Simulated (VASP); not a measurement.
A convergence study with VASP on Co (space group no. 194 when undisturbed): a few settings are varied, all else stays as given below, so the limit is that of these other settings. One atom is moved off its site, so that forces are finite.

```
Co
1.0
    1.26127    -2.18459     0.00000
    1.26127     2.18459     0.00000
    0.00000     0.00000     4.09035
Co
2
Direct
  0.33333   0.66667   0.26222
  0.66667   0.33333   0.75000
```
Starting moments (μB, in the order of the record's atoms Co Co): 2.0 2.0.

Method: LDA (Ceperley-Alder, Perdew-Zunger), VASP's LDA PAW potentials (set 64) (plane waves; VASP). The last row used: 300 eV cut-off, 21×21×12 Γ-centred mesh shifted by (0.5, 0.5, 0.5), Fermi-Dirac smearing of 0.10 eV, potentials Co.

| setting | E (eV/atom) | pressure (GPa) | largest force (eV/Å) | moment (μB) | irreducible k-points |
|---|---|---|---|---|---|
| 3×3×2 mesh | -8.0511 | -27.44 | 0.220 | 2.869 | 6 |
| 4×4×2 mesh | -8.0389 | -24.22 | 0.212 | 3.280 | 10 |
| 4×4×3 mesh | -8.0163 | -24.63 | 0.176 | 3.148 | 16 |
| 5×5×3 mesh | -8.0232 | -24.49 | 0.189 | 3.180 | 24 |
| 6×6×3 mesh | -8.0036 | -24.65 | 0.183 | 3.113 | 33 |
| 6×6×4 mesh | -8.0081 | -24.87 | 0.193 | 3.105 | 42 |
| 7×7×4 mesh | ___ | ___ | ___ | ___ | 56 |
| 8×8×4 mesh | -8.0201 | -25.18 | 0.200 | 3.080 | 72 |
| 9×9×5 mesh | -8.0217 | -24.62 | 0.203 | 3.167 | 115 |
| 10×10×6 mesh | -8.0203 | -24.85 | 0.197 | 3.129 | 165 |
| 12×12×6 mesh | -8.0199 | -24.70 | 0.197 | 3.150 | 234 |
| 13×13×7 mesh | -8.0187 | -24.76 | 0.198 | 3.141 | 322 |
| 14×14×8 mesh | -8.0199 | -24.72 | 0.197 | 3.148 | 420 |
| 16×16×9 mesh | -8.0198 | ___ | 0.197 | ___ | 616 |
| 17×17×10 mesh | -8.0198 | -24.77 | 0.198 | 3.142 | 765 |
| 19×19×11 mesh | -8.0198 | -24.73 | 0.198 | 3.147 | 1050 |
| 21×21×12 mesh | -8.0198 | -24.72 | 0.198 | 3.149 | 1386 |

Question: Complete the blanks.

Answer: 
- 16×16×9 mesh, pressure (GPa): -24.69
- 16×16×9 mesh, moment (μB): 3.153
- 7×7×4 mesh, E (eV/atom): -8.0227
- 7×7×4 mesh, pressure (GPa): -24.84
- 7×7×4 mesh, largest force (eV/Å): 0.190
- 7×7×4 mesh, moment (μB): 3.131

Left out are rungs that failed or repeat a setting and relaxations that didn't move; long series are thinned to 24 rows.

The structure is a typed Co crystal (space group no. 194). The cell was not relaxed at this level, it is distorted from the ideal structure. The spin order is the one that the start imposed; others were not tried in this run.
